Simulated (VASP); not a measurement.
```xyz
5
Lattice="2.2838 -3.9557 0.0000 2.2838 3.9557 0.0000 0.0000 0.0000 7.2410" Properties=species:S:1:pos:R:3 pbc="T T T"
Mg     0.0000     0.0000     7.2410
Mg     2.2838     1.3186     4.5886
Mg     2.2838    -1.3186     2.6524
Sb     2.2838     1.3186     1.6533
Sb     2.2838    -1.3186     5.5877
```

These are r2SCAN meta-GGA with spin-orbit coupling, VASP's PBE PAW potentials (set 64) (plane waves; VASP 6.6.1) values and carry that method's errors. Run with 400 eV cut-off, 5×5×3 Γ-centred mesh, Gaussian smearing of 0.050 eV, potentials Mg Sb.

Question: Give the energies of bands 7 to 20 at the high-symmetry points, in eV from the valence-band maximum.

Answer: 
```csv
band,Γ,M,K,A,L,H
7,-1.46,-4.02,-3.90,-3.16,-4.85,-4.47
8,-1.46,-4.02,-3.90,-3.16,-4.85,-4.47
9,-1.10,-3.44,-3.68,-1.14,-2.10,-4.18
10,-1.10,-3.44,-3.68,-1.14,-2.10,-4.18
11,-0.87,-2.50,-2.86,-1.07,-1.97,-3.57
12,-0.87,-2.50,-2.86,-1.07,-1.97,-3.57
13,-0.34,-2.34,-2.72,-0.77,-1.69,-1.21
14,-0.34,-2.34,-2.72,-0.77,-1.69,-1.21
15,0.00,-1.07,-2.62,-0.69,-1.64,-1.11
16,0.00,-1.07,-2.62,-0.69,-1.64,-1.11
17,1.65,0.67,0.44,2.17,0.75,2.09
18,1.65,0.67,0.44,2.17,0.75,2.09
19,1.67,2.31,4.46,2.35,1.55,2.10
20,1.67,2.31,4.46,2.35,1.55,2.10
```

The gap is indirect, 0.44 eV, from the valence maximum at Γ to the conduction minimum at (0.00, 0.40, 0.33).

The compound is Mg3Sb2 in the a-la2o3 structure. It was relaxed first.
